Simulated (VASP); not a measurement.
Consider the following.

```xyz
2
Lattice="0.0000 2.6256 2.6256 2.6256 0.0000 2.6256 2.6256 2.6256 0.0000" Properties=species:S:1:pos:R:3 pbc="T T T"
Zn     0.0000     0.0000     0.0000
S      1.3128     1.3128     1.3128
```

All values below come from PBEsol GGA, VASP's PBE PAW potentials (set 64) (plane waves; VASP). Settings: 520 eV cut-off, 9×9×9 Γ-centred mesh, Gaussian smearing of 0.050 eV, potentials Zn S.

Q: Predict the energy per atom (σ→0), pressure, band gap (on the k-mesh) with the smallest direct gap where there is one.

A: 
- band gap (on the k-mesh) = 2.36 eV
- smallest direct gap (on the k-mesh) = 2.36 eV
- energy per atom (σ→0) = -3.775 eV/atom
- pressure = 5.61 GPa

Only differences to runs with the same potentials and settings are physical.

The compound is ZnS in the zinc blende structure. This cell is one point of a volume scan, at 0.94 of the reference volume.
